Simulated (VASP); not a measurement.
```
CELL_PARAMETERS angstrom
      0.00000     2.95637     2.95637
      2.95637     0.00000     2.95637
      2.95637     2.95637     0.00000
ATOMIC_POSITIONS crystal
  Rb 0.50000 0.50000 0.50000
  H  0.00000 0.00000 0.00000
```

Method: PBEsol GGA, VASP's PBE PAW potentials (set 64) (plane waves; VASP 6.6.1). Numerical set-up: 400 eV cut-off, Gaussian smearing of 0.050 eV, potentials Rb_sv H.

Q: What does the run give for the band gap (along the path) with the smallest direct gap where there is one?

A: 
The band gap (along the path) is 2.68 eV and the smallest direct gap (along the path) is 2.68 eV.

Only differences to runs with the same potentials and settings are physical.

The structure comes from a computed database's RbH entry (Fm-3m); how it stands against other phases isn't given here. It was relaxed first.
